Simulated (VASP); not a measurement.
Crystal: Zn3H.

```
Zn H
1.0
     0.00000    2.99658    2.99658
     2.99658    0.00000    2.99658
     2.99658    2.99658    0.00000
Zn H
3 1
Direct
  0.50000 0.50000 0.50000
  0.25000 0.25000 0.25000
  0.75000 0.75000 0.75000
  0.00000 0.00000 0.00000
```

The cell was built by a generator and needn't be a form met in nature.

Base run:

* Program: VASP 6.6.1
* Functional: BLYP
* Potentials or basis: VASP PAW PBE potentials, release 64 (Zn, H)
* Cutoff: 520 eV
* k mesh: 6 × 6 × 6
* Occupations: fermi-dirac, width 0.05 eV
* Spin: no spin polarisation

Its results: pressure 5.6 GPa.

Task: After a change of settings the same cell gave: pressure -3.6 GPa. Which change was it?
A. functional from BLYP to PW91
B. functional from BLYP to SCAN
C. functional from BLYP to RPBE
D. functional from BLYP to TPSS

Result: D.

Caveats: the PAW data sets were made with another functional, which shifts forces and pressure a little.
